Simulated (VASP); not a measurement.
# Zn2Ge2Ru (I4/mmm) in VASP: single point with r2SCAN

Aim: the single point of Zn2Ge2Ru with r2SCAN.

Program: VASP 6.6.1. These are calculated values, not measurements. Logs are shortened: lines on timing, memory, paths and dates and some standing lists are left out, and cuts for length are marked.

### Step 1. The structure

The structure is tetragonal, space group I4/mmm (No. 139). Conventional cell: a = 3.957 Å, b = 3.957 Å, c = 10.197 Å, α = 90.00°, β = 90.00°, γ = 90.00°. Ge (site symmetry 4mm) is surrounded by 1 Ge at 2.32 Å and 4 Zn at 2.42 Å. Ru (site symmetry 4/mmm) has 8 Ge at 3.03 Å and 8 Zn at 3.23 Å as nearest neighbours. Around Zn (site symmetry -4m2) lie 4 Ge at 2.42 Å.

The cell was built by a generator and needn't be a form met in nature.

### Step 2. Single point, r2SCAN

File POSCAR:

```
Zn2Ge2Ru
1.0
    0.0000000000      3.9566167000      0.0000000000
    3.9566167000      0.0000000000      0.0000000000
    1.9783083500      1.9783083500     -5.0984913400
Ge Ru Zn
2 1 2
Direct
    0.3860000000      0.3860000000      0.2280000000
    0.6140000000      0.6140000000      0.7720000000
    0.0000000000      0.0000000000      0.0000000000
    0.7500000000      0.2500000000      0.5000000000
    0.2500000000      0.7500000000      0.5000000000
```

File INCAR.step1:

```
SYSTEM = Zn2Ge2Ru
ALGO = Normal
EDIFF = 1E-4
ENCUT = 520
GGA = PE
ISMEAR = -5
LASPH = .True.
LCHARG = .False.
LMAXMIX = 4
LREAL = .False.
LWAVE = .True.
NELM = 100
PREC = Accurate
SIGMA = 0.1
```

File INCAR.step2:

```
SYSTEM = Zn2Ge2Ru
ALGO = Normal
EDIFF = 1E-7
ENCUT = 520
ISIF = 2
ISMEAR = -5
ISTART = 1
LASPH = .True.
LCHARG = .False.
LMAXMIX = 4
LMIXTAU = .True.
LORBIT = 10
LREAL = .False.
LWAVE = .False.
METAGGA = R2SCAN
NELM = 100
PREC = Accurate
SIGMA = 0.1
```

File KPOINTS:

```
k-points
0
Gamma
  7 7 7
  0 0 0
```

Potentials or basis: VASP PAW PBE potentials, release 64 (Ge_d, Ru_pv, Zn).

Command:

```
$ cat potpaw_PBE.64/Ge_d/POTCAR potpaw_PBE.64/Ru_pv/POTCAR potpaw_PBE.64/Zn/POTCAR > POTCAR
$ cp INCAR.step1 INCAR
$ mpirun -np 1 vasp_std > vasp.out
$ cp INCAR.step2 INCAR
$ mpirun -np 1 vasp_std > vasp.out
```

OUTCAR:

```text
SYSTEM = Zn2Ge2Ru
   EDIFF = 1E-7
   ENCUT = 520
   ISIF = 2
   ISMEAR = -5
   ISTART = 1
   LASPH = .True.
   LORBIT = 10
   LREAL = .False.
   METAGGA = R2SCAN
   NELM = 100
   PREC = Accurate

 ion  position               nearest neighbor table
   1  0.386  0.386  0.228-   2 2.32   4 2.42   5 2.42   5 2.42   4 2.42   3 3.03   3 3.03   3 3.03
                             3 3.03
   2  0.614  0.614  0.772-   1 2.32   4 2.42   5 2.42   4 2.42   5 2.42   3 3.03   3 3.03   3 3.03
                             3 3.03
   3  0.000  0.000  0.000-   2 3.03   1 3.03   2 3.03   1 3.03   1 3.03   2 3.03   2 3.03   1 3.03

   4  0.750  0.250  0.500-   1 2.42   2 2.42   1 2.42   2 2.42   5 2.80   5 2.80   5 2.80   5 2.80

   5  0.250  0.750  0.500-   1 2.42   2 2.42   1 2.42   2 2.42   4 2.80   4 2.80   4 2.80   4 2.80

  LATTYP: Found a body centered tetragonal cell.
 ALAT       =     3.9566167000
 C/A-ratio  =     2.5771975031

  Lattice vectors:

 A1 = (  -1.9783083500,   1.9783083500,   5.0984913400)
 A2 = (   1.9783083500,  -1.9783083500,   5.0984913400)
 A3 = (   1.9783083500,   1.9783083500,  -5.0984913400)

Analysis of symmetry for initial positions (statically):
=====================================================================
 Subroutine PRICEL returns:
 Original cell was already a primitive cell.

 Routine SETGRP: Setting up the symmetry group for a
 body centered tetragonal supercell.

 Subroutine GETGRP returns: Found 16 space group operations
 (whereof 16 operations were pure point group operations)
 out of a pool of 16 trial point group operations.

The static configuration has the point symmetry D_4h.

Analysis of symmetry for dynamics (positions and initial velocities):
=====================================================================
 Subroutine PRICEL returns:
 Original cell was already a primitive cell.

 Routine SETGRP: Setting up the symmetry group for a
 body centered tetragonal supercell.

 Subroutine GETGRP returns: Found 16 space group operations
 (whereof 16 operations were pure point group operations)
 out of a pool of 16 trial point group operations.

The dynamic configuration has the point symmetry D_4h.

 Subroutine INISYM returns: Found 16 space group operations
 (whereof 16 operations are pure point group operations),
 and found     1 'primitive' translations

----------------------------------------------------------------------------------------

                                     Primitive cell

  volume of cell :      79.8159

  direct lattice vectors                    reciprocal lattice vectors
[... 105 lines left out ...]
   PSTRESS=    0.0 pullay stress
   NELECT =      66.0000    total number of electrons
   NUPDOWN=      -1.0000    fix difference up-down
   EMIN   =  10.00;   EMAX   =-10.00  energy-range for DOS
   EFERMI =   0.00;   METHOD = LEGACY
   ISMEAR =    -5;   SIGMA  =   0.10  broadening in eV -4-tet -1-fermi 0-gaus
   EFERMI_NEDOS =   21; number of points for ismear=-14 and -15
   IALGO  =     38    algorithm
   IMIX   =      4    mixing-type and parameters
     AMIX     =   0.40;   BMIX     =  1.00
     AMIX_MAG =   1.60;   BMIX_MAG =  1.00
  volume/ion in A,a.u.               =      15.96       107.72
  Fermi-wavevector in a.u.,A,eV,Ry     =   1.536596  2.903745 32.125071  2.361126
  Thomas-Fermi vector in A             =   2.643222
   LORBIT       =     10    0 simple, 1 ext, 2 COOP (PROOUT), +10 PAW based schemes
   METAGGA = R2SCAN    functional components
   LHFCALC =     F    Hartree Fock is set to
   AEXX    =    0.0000 exact exchange contribution
   IVDW    =     0    specifies the selected vdW correction
   LEPSILON=     F    determine dielectric tensor
   LRPA    =     F    only Hartree local field effects (RPA)
 non-spin polarized calculation
 Fermi weights with tetrahedron method with Bloechl corrections
  energy-cutoff  :      520.00
  volume of cell :       79.82
 maximum number of plane-waves:      2191
 NGX is ok and might be reduce to    30
   NGX = 15   NGY = 15   NGZ = 21

 number of electron      66.0000000 magnetization

 Free energy of the ion-electron system (eV)
  ---------------------------------------------------
  ext. energy  EPLUGINS =         0.00000000
  ---------------------------------------------------
  free energy    TOTEN  =       -67.33130105 eV

  energy without entropy =      -67.33130105  energy(sigma->0) =      -67.33130105

 E-fermi :   6.5380     XC(G=0): -12.9456

 val. band max:        6.6424884315   @ k =  -0.2857   0.0000   0.1429
 cond. band min:       6.4123090684   @ k =  -0.1429  -0.2857   0.2857
 fundamental gap:     -0.2301793631
 Fermi energy:         6.5379970992

 k-point     1 :       0.0000    0.0000    0.0000
  band No.  band energies     occupation
      1     -36.6576      2.00000
      2     -36.6576      2.00000
      3     -36.6120      2.00000
      4     -19.2542      2.00000
      5     -19.1320      2.00000
      6     -19.1320      2.00000
[... 997 lines left out ...]
     38      11.1160      0.00000
     39      12.8513      0.00000

 [... further k-points ...]
[... 5 lines left out ...]
  --------------------------------------------------------------------------------------
  -------------------------------------------------------------------------------------
  Total        0.4249979      0.4249979      4.8752794      0.0000000      0.0000000      0.0000000
  in kB        8.5311532      8.5311532     97.8634339      0.0000000      0.0000000      0.0000000
  external PRESSURE =      38.3085801 kB  Pullay stress =       0.0000000 kB

 VOLUME and BASIS-vectors are now :
 -----------------------------------------------------------------------------
  energy-cutoff  :      520.00
  volume of cell :       79.82
      direct lattice vectors                 reciprocal lattice vectors
     0.000000000  3.956616700  0.000000000     0.000000000  0.252741187  0.098068226
     3.956616700  0.000000000  0.000000000     0.252741187  0.000000000  0.098068226
     1.978308350  1.978308350 -5.098491340     0.000000000  0.000000000 -0.196136452

 POSITION                                       TOTAL-FORCE (eV/Angst)
 -----------------------------------------------------------------------------------
      1.97831      1.97831     -1.16246         0.000000      0.000000      1.546856
      3.95662      3.95662     -3.93604        -0.000000     -0.000000     -1.546856
      0.00000      0.00000      0.00000        -0.000000     -0.000000     -0.000000
      1.97831      3.95662     -2.54925        -0.000000      0.000000     -0.000000
      3.95662      1.97831     -2.54925         0.000000      0.000000      0.000000
 -----------------------------------------------------------------------------------
    total drift:                                0.000000      0.000000      0.000000

  FREE ENERGIE OF THE ION-ELECTRON SYSTEM (eV)
  ---------------------------------------------------
  free  energy   TOTEN  =       -67.3313010512 eV

  energy  without entropy=      -67.3313010512  energy(sigma->0) =      -67.33130105

 total charge

# of ion       s       p       d       tot
------------------------------------------
    1        1.125   1.350  10.053  12.527
    2        1.125   1.350  10.053  12.527
    3        0.158   6.063   6.168  12.389
    4        0.583   0.565   9.780  10.928
    5        0.583   0.565   9.780  10.928
--------------------------------------------------
tot          3.573   9.892  45.833  59.298
```

OUTCAR.step1:

```text
SYSTEM = Zn2Ge2Ru
   EDIFF = 1E-4
   ENCUT = 520
   GGA = PE
   ISMEAR = -5
   LASPH = .True.
   LREAL = .False.
   NELM = 100
[... 1247 lines left out ...]
      0.00000      0.00000      0.00000         0.000000     -0.000000     -0.000000
      1.97831      3.95662     -2.54925        -0.000000     -0.000000     -0.000000
      3.95662      1.97831     -2.54925         0.000000      0.000000      0.000000
 -----------------------------------------------------------------------------------
    total drift:                                0.000000      0.000000      0.000000

  FREE ENERGIE OF THE ION-ELECTRON SYSTEM (eV)
  ---------------------------------------------------
  free  energy   TOTEN  =       -16.8831912877 eV

  energy  without entropy=      -16.8831912877  energy(sigma->0) =      -16.88319129
```

It took 6 min on 1 thread of Intel Xeon Platinum 8488C (Sapphire Rapids), shared host; peak memory 0.29 GiB.

What came out:

```
Free energy                                           : -67.3313 eV
Pressure                                              : 3.8 GPa
Largest force                                         : 1.547 eV/Å
Band gap on the k mesh                                : none (metal or under the smearing width)
Valence electrons inside the program's atomic spheres : Ge 12.53; Ru 12.39; Zn 10.93
```

Forces on the atoms (eV/Å):
```
Ge   0.000  0.000  1.547
Ge   0.000  0.000 -1.547
Ru   0.000  0.000  0.000
Zn   0.000  0.000  0.000
Zn   0.000  0.000  0.000
```

Stress tensor (GPa, compression positive):
```
0.85 0.00 0.00
0.00 0.85 0.00
0.00 0.00 9.79
```

Caveat: the PAW data sets were made with another functional, which shifts forces and pressure a little; tetrahedron occupations give inexact forces and stress in metals.
